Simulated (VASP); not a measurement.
The system is BrCs, in a box.

```
Br Cs
1.0
     9.00000    0.00000    0.00000
     0.00000    9.00000    0.00000
     0.00000    0.00000   13.00000
Br Cs
1 1
Direct
  0.50144 0.50233 0.38445
  0.50144 0.50233 0.62078
```

Base run:

```yaml
Program: VASP 6.6.1
Functional: HSE06
Dispersion: TS
Potentials_or_basis: VASP PAW PBE potentials, release 64 (Br, Cs_sv)
Cutoff: 520 eV
k_mesh: 1 × 1 × 1
Occupations: gaussian, width 0.01 eV
Spin: no spin polarisation
```

Its results: gap between the frontier levels 3.77 eV; largest force 0.040 eV/Å.

Q: The run is repeated on the same cell with these changes: functional from HSE06 to PBE; further incar settings from ALGO = Normal; EDIFF = 1e-07 to ALGO = Normal; EDIFF = 1e-06. What comes out?

A: Gap between the frontier levels 2.82 eV; largest force 0.077 eV/Å.

Caveats: spin-orbit coupling is left out, which moves the levels of the heavy elements; the PAW data sets were made with another functional, which shifts forces and pressure a little (some runs).

A k mesh can miss the band edges.

Not every run made on this cell is shown here.
